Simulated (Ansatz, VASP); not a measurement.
# WSe2 in two plane-wave programs, part 3 of 3

One calculation is typed for both programs; each brings its own data sets. How far apart do they land? The cell is taken from a series of runs on this material, whose earlier steps may have relaxed, scaled, displaced or heated it; both programs get it as it stands.

VASP 6.6.1 and Ansatz 0.2.0.

So far: Set-up; Ansatz: zone-centre phonons, PBEsol; VASP: zone-centre phonons, PBEsol.

## (3) VASP: zone-centre phonons, PBEsol (continued)

Level of this step: PBEsol, no spin polarisation; plane waves and PAW (W, Se) (VASP).

Numbers of over 12 decimals in the logs are rounded to 6 here.

From OUTCAR (step 3):

```text
ion  position               nearest neighbor table
   1  0.333  0.667  0.250-   4 2.52   6 2.52   4 2.52   6 2.52   4 2.52   6 2.52
   2  0.667  0.333  0.750-   3 2.52   5 2.52   3 2.52   5 2.52   3 2.52   5 2.52
   3  0.333  0.667  0.623-   2 2.52   2 2.52   2 2.52
   4  0.667  0.333  0.123-   1 2.52   1 2.52   1 2.52
   5  0.333  0.667  0.877-   2 2.52   2 2.52   2 2.52
   6  0.667  0.333  0.377-   1 2.52   1 2.52   1 2.52

  LATTYP: Found a hexagonal cell.
 ALAT       =     3.2710351942
 C/A-ratio  =     4.0430649726

 Subroutine GETGRP returns: Found 24 space group operations
 (whereof 12 operations were pure point group operations)

The static configuration has the point symmetry D_3d.
 The point group associated with its full space group is D_6h.

 Found     24 irreducible k-points:

   k-points           NKPTS =     24   k-points in BZ     NKDIM =     24   number of bands    NBANDS=     24

   dimension x,y,z NGX =    28 NGY =   28 NGZ =  108
   dimension x,y,z NGXF=    56 NGYF=   56 NGZF=  216

   ENCUT  =  600.0 eV  44.10 Ry    6.64 a.u.   6.53  6.53 26.41*2*pi/ulx,y,z

   NELECT =      36.0000    total number of electrons

 k-points in reciprocal lattice and weights: Automatic mesh
   0.00000000  0.00000000  0.00000000       0.006
   0.11111111  0.00000000  0.00000000       0.037
   0.22222222 -0.00000000  0.00000000       0.037
   0.33333333 -0.00000000  0.00000000       0.037
   0.44444444 -0.00000000  0.00000000       0.037
   0.11111111  0.11111111  0.00000000       0.037
   0.22222222  0.11111111  0.00000000       0.074
   0.33333333  0.11111111  0.00000000       0.074
   0.44444444  0.11111111  0.00000000       0.037
[...]
0.33333333  0.22222222  0.50000000       0.074
   0.33333333  0.33333333  0.50000000       0.012

 average (electrostatic) potential at core
       1 -40.5490       2 -40.5490       3 -53.2765       4 -53.2765       5 -53.2765
       6 -53.2765

  Total       -0.1797246     -0.1797246     -0.1183994     -0.0000000      0.0000000     -0.0000000
  in kB       -2.3497475     -2.3497475     -1.5479719     -0.0000000      0.0000000     -0.0000000
  external PRESSURE =      -2.0824890 kB  Pullay stress =       0.0000000 kB

  energy-cutoff  :      600.00
  volume of cell :      122.55
      direct lattice vectors                 reciprocal lattice vectors
     3.271035194  0.000000000  0.000000000     0.305713617  0.176503839  0.000000000
    -1.635517597  2.832799575  0.000000000     0.000000000  0.353007678  0.000000000
     0.000000000  0.000000000 13.225007818     0.000000000  0.000000000  0.075614322

 POSITION                                       TOTAL-FORCE (eV/Angst)
[...]
1.63552      0.94427      9.91876         0.000000      0.000000      0.000000
      0.00000      1.88853      8.24455        -0.000000     -0.000000      0.016832
      1.63552      0.94427      1.63205        -0.000000     -0.000000      0.016832
      0.00000      1.88853     11.59296        -0.000000      0.000000     -0.016832
      1.63552      0.94427      4.98046         0.000000      0.000000     -0.016832
 -----------------------------------------------------------------------------------
    total drift:                               -0.000000     -0.000000      0.000000

 Eigenvectors and eigenvalues of the dynamical matrix
 ----------------------------------------------------

   1 f  =    9.214886 THz    57.898838 2PiTHz  307.375520 cm-1    38.109690 meV
             X         Y         Z           dx          dy          dz
      0.000000  1.888533  3.306252    -0.000000    0.000000   -0.478945
      1.635518  0.944267  9.918756    -0.000000    0.000000    0.478945
      0.000000  1.888533  8.244551     0.000000   -0.000000   -0.367839
      1.635518  0.944267  1.632047     0.000000   -0.000000    0.367839
      0.000000  1.888533 11.592961     0.000000   -0.000000   -0.367839
      1.635518  0.944267  4.980457     0.000000   -0.000000    0.367839

   2 f  =    9.165091 THz    57.585964 2PiTHz  305.714521 cm-1    37.903753 meV
             X         Y         Z           dx          dy          dz
      0.000000  1.888533  3.306252     0.000000   -0.000000    0.480667
      1.635518  0.944267  9.918756    -0.000000    0.000000    0.480667
      0.000000  1.888533  8.244551     0.000000   -0.000000   -0.366715
      1.635518  0.944267  1.632047    -0.000000    0.000000   -0.366715
      0.000000  1.888533 11.592961     0.000000   -0.000000   -0.366715
      1.635518  0.944267  4.980457    -0.000000    0.000000   -0.366715

   3 f  =    7.500519 THz    47.127151 2PiTHz  250.190386 cm-1    31.019640 meV
             X         Y         Z           dx          dy          dz
      0.000000  1.888533  3.306252     0.000000   -0.000000   -0.000000
      1.635518  0.944267  9.918756    -0.000000    0.000000   -0.000000
      0.000000  1.888533  8.244551     0.000000   -0.000000   -0.500000
      1.635518  0.944267  1.632047    -0.000000    0.000000   -0.500000
      0.000000  1.888533 11.592961     0.000000   -0.000000    0.500000
      1.635518  0.944267  4.980457    -0.000000    0.000000    0.500000

   4 f  =    7.478354 THz    46.987885 2PiTHz  249.451042 cm-1    30.927974 meV
             X         Y         Z           dx          dy          dz
      0.000000  1.888533  3.306252     0.000000   -0.000000   -0.000000
      1.635518  0.944267  9.918756     0.000000   -0.000000    0.000000
      0.000000  1.888533  8.244551    -0.000000    0.000000    0.500000
      1.635518  0.944267  1.632047    -0.000000    0.000000   -0.500000
      0.000000  1.888533 11.592961    -0.000000    0.000000   -0.500000
      1.635518  0.944267  4.980457    -0.000000    0.000000    0.500000

   5 f  =    7.381409 THz    46.378759 2PiTHz  246.217292 cm-1    30.527040 meV
             X         Y         Z           dx          dy          dz
      0.000000  1.888533  3.306252    -0.000000   -0.480644   -0.000000
      1.635518  0.944267  9.918756    -0.000000   -0.480644   -0.000000
      0.000000  1.888533  8.244551     0.000000    0.366730   -0.000000
      1.635518  0.944267  1.632047     0.000000    0.366730    0.000000
      0.000000  1.888533 11.592961     0.000000    0.366730    0.000000
      1.635518  0.944267  4.980457     0.000000    0.366730   -0.000000

   6 f  =    7.381409 THz    46.378759 2PiTHz  246.217292 cm-1    30.527040 meV
             X         Y         Z           dx          dy          dz
      0.000000  1.888533  3.306252    -0.480644    0.000000    0.000000
      1.635518  0.944267  9.918756    -0.480644    0.000000   -0.000000
      0.000000  1.888533  8.244551     0.366730   -0.000000    0.000000
      1.635518  0.944267  1.632047     0.366730   -0.000000   -0.000000
      0.000000  1.888533 11.592961     0.366730   -0.000000   -0.000000
      1.635518  0.944267  4.980457     0.366730   -0.000000    0.000000

   7 f  =    7.380228 THz    46.371342 2PiTHz  246.177919 cm-1    30.522158 meV
             X         Y         Z           dx          dy          dz
      0.000000  1.888533  3.306252    -0.000000   -0.480047    0.000000
      1.635518  0.944267  9.918756     0.000000    0.480047    0.000000
      0.000000  1.888533  8.244551    -0.000000   -0.367120    0.000000
      1.635518  0.944267  1.632047     0.000000    0.367120    0.000000
      0.000000  1.888533 11.592961    -0.000000   -0.367120   -0.000000
      1.635518  0.944267  4.980457     0.000000    0.367120   -0.000000

   8 f  =    7.380228 THz    46.371342 2PiTHz  246.177919 cm-1    30.522158 meV
             X         Y         Z           dx          dy          dz
      0.000000  1.888533  3.306252    -0.480047    0.000000   -0.000000
      1.635518  0.944267  9.918756     0.480047   -0.000000   -0.000000
      0.000000  1.888533  8.244551    -0.367120    0.000000   -0.000000
      1.635518  0.944267  1.632047     0.367120   -0.000000   -0.000000
      0.000000  1.888533 11.592961    -0.367120    0.000000    0.000000
      1.635518  0.944267  4.980457     0.367120   -0.000000    0.000000

   9 f  =    5.233231 THz    32.881357 2PiTHz  174.561781 cm-1    21.642893 meV
             X         Y         Z           dx          dy          dz
      0.000000  1.888533  3.306252    -0.000000    0.000000   -0.000000
      1.635518  0.944267  9.918756    -0.000000   -0.000000    0.000000
      0.000000  1.888533  8.244551    -0.000005    0.500000    0.000000
      1.635518  0.944267  1.632047    -0.000005    0.500000   -0.000000
      0.000000  1.888533 11.592961     0.000005   -0.500000    0.000000
      1.635518  0.944267  4.980457     0.000005   -0.500000   -0.000000

  10 f  =    5.233231 THz    32.881357 2PiTHz  174.561781 cm-1    21.642893 meV
             X         Y         Z           dx          dy          dz
      0.000000  1.888533  3.306252    -0.000000    0.000000    0.000000
      1.635518  0.944267  9.918756    -0.000000    0.000000    0.000000
      0.000000  1.888533  8.244551    -0.500000   -0.000005    0.000000
      1.635518  0.944267  1.632047    -0.500000   -0.000005   -0.000000
      0.000000  1.888533 11.592961     0.500000    0.000005   -0.000000
      1.635518  0.944267  4.980457     0.500000    0.000005    0.000000

  11 f  =    5.195668 THz    32.645346 2PiTHz  173.308837 cm-1    21.487548 meV
             X         Y         Z           dx          dy          dz
      0.000000  1.888533  3.306252    -0.000000   -0.000000   -0.000000
      1.635518  0.944267  9.918756     0.000000    0.000000   -0.000000
      0.000000  1.888533  8.244551     0.000002   -0.500000   -0.000000
      1.635518  0.944267  1.632047    -0.000002    0.500000   -0.000000
      0.000000  1.888533 11.592961    -0.000002    0.500000   -0.000000
      1.635518  0.944267  4.980457     0.000002   -0.500000   -0.000000

  12 f  =    5.195668 THz    32.645346 2PiTHz  173.308837 cm-1    21.487548 meV
             X         Y         Z           dx          dy          dz
      0.000000  1.888533  3.306252    -0.000000   -0.000000    0.000000
      1.635518  0.944267  9.918756     0.000000   -0.000000    0.000000
      0.000000  1.888533  8.244551     0.500000    0.000002   -0.000000
      1.635518  0.944267  1.632047    -0.500000   -0.000002   -0.000000
      0.000000  1.888533 11.592961    -0.500000   -0.000002    0.000000
      1.635518  0.944267  4.980457     0.500000    0.000002    0.000000

  13 f  =    0.796186 THz     5.002583 2PiTHz   26.557901 cm-1     3.292759 meV
             X         Y         Z           dx          dy          dz
      0.000000  1.888533  3.306252     0.000000    0.000000    0.520204
      1.635518  0.944267  9.918756    -0.000000    0.000000   -0.520204
      0.000000  1.888533  8.244551    -0.000000    0.000000   -0.338665
      1.635518  0.944267  1.632047     0.000000    0.000000    0.338665
      0.000000  1.888533 11.592961    -0.000000    0.000000   -0.338665
      1.635518  0.944267  4.980457     0.000000    0.000000    0.338665
    [... 43 further lines ...]
      0.000000  1.888533 11.592961     0.271284   -0.204729   -0.000000
      1.635518  0.944267  4.980457     0.271284   -0.204729   -0.000000

 ELASTIC MODULI CONTR FROM IONIC RELAXATION (kBar)
 Direction    XX          YY          ZZ          XY          YZ          ZX
 --------------------------------------------------------------------------------
 XX        -458.2024   -283.5274   -964.7532      0.0000      0.0000      0.0000
 YY        -283.5274   -458.2024   -964.7532     -0.0000     -0.0000     -0.0000
 ZZ        -964.7532   -964.7532  -2509.6710      0.0000     -0.0000      0.0000
 XY           0.0000     -0.0000      0.0000    -87.3375      0.0000     -0.0000
 YZ           0.0000     -0.0000     -0.0000      0.0000  -1219.6197      0.0000
 ZX           0.0000     -0.0000      0.0000     -0.0000      0.0000  -1087.9696
 --------------------------------------------------------------------------------
```

## (4) Side by side

Known differences besides the potentials themselves: fixed occupations in Ansatz, narrow Gaussian smearing in VASP; the data sets hold 92 valence electrons in Ansatz (on its PAW soft_1 files) and 36 in VASP; the cutoff is 420 eV in Ansatz and 600 eV in VASP; Ansatz makes its cores anew for this functional, VASP keeps those of its PBE data sets. Total energies have different zeros and are not compared.

Compared:

| quantity | Ansatz | VASP | difference |
| --- | --- | --- | --- |
| optical mode 1 to 2 (cm⁻¹) | 19.3 | 19.5 | -0.3 |
| optical mode 3 (cm⁻¹) | 26.6 | 26.6 | +0.1 |
| optical mode 4 to 5 (cm⁻¹) | 172.7 | 173.3 | -0.35 % |
| optical mode 6 to 7 (cm⁻¹) | 173.7 | 174.6 | -0.49 % |
| optical mode 8 to 11 (cm⁻¹) | 245.5 | 246.2 | -0.26 % |
| optical mode 12 (cm⁻¹) | 246.9 | 249.5 | -1.04 % |
| optical mode 13 (cm⁻¹) | 247.8 | 250.2 | -0.94 % |
| optical mode 14 (cm⁻¹) | 305.1 | 305.7 | -0.22 % |
| optical mode 15 (cm⁻¹) | 306.4 | 307.4 | -0.30 % |

Modes are paired by rising frequency, not by their patterns, so a pair may set unlike modes beside each other; they are those without the splitting of longitudinal modes.

## (5) Results

```
r.m.s. difference of the optical zone-centre modes, each program's sorted by frequency (zone-centre phonons, PBEsol) : 1.1 cm⁻¹
difference in optical mode 12 (zone-centre phonons, PBEsol)                                                          : -1.0 %
```

What this shows: The r.m.s. difference of the optical zone-centre modes, each program's sorted by frequency is 1.1 cm⁻¹ (zone-centre phonons, PBEsol). The data sets hold unlike numbers of valence electrons (92 in Ansatz and 36 in VASP), so part of the differences comes from the potentials. Among the rows given in per cent, the largest difference of the zone-centre phonons, PBEsol pair is in optical mode 12, -1.0 %. Such differences can come from data sets, numerical settings and the points named under the comparisons, not from the functional's error against experiment.

[Lines on the potential files, build, host, timing and source positions are cut from VASP's logs without a mark.]

[Logs are printed without paths, hosts, clocks, repeated set-up lines and the standing remarks that a program may print on its own settings, such as how far it seeks lower states.]

[Hosts, paths, dates, database ids (printed as entryN), source tags and the programs' standing remarks are cut or masked in the printed files.]
